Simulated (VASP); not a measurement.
Input:

```
BN
1.0
    2.55508     0.00000     0.00000
   -1.27754     2.21276     0.00000
    0.00000     0.00000     4.22539
B N
2 2
Direct
  0.33333   0.66667   0.00023
  0.66667   0.33333   0.50023
  0.33333   0.66667   0.37477
  0.66667   0.33333   0.87477
```

The numbers are results of PBE GGA, VASP's PBE PAW potentials (set 64) (plane waves; VASP), not measurements. Numerical set-up: 530 eV cut-off, 9×9×5 Γ-centred mesh, Gaussian smearing of 0.050 eV, potentials B N.

Predict the energy per atom (σ→0), band gap (on the k-mesh) with the smallest direct gap where there is one.

```yaml
band gap (on the k-mesh): 5.21 eV
smallest direct gap (on the k-mesh): 8.22 eV
energy per atom (σ→0): -8.708 eV/atom
```

The absolute energy has meaning only against runs of the same code, potentials and settings.

The compound is BN in the wurtzite structure, a metastable high-pressure form. It was relaxed first. The start is the result of an earlier pass.
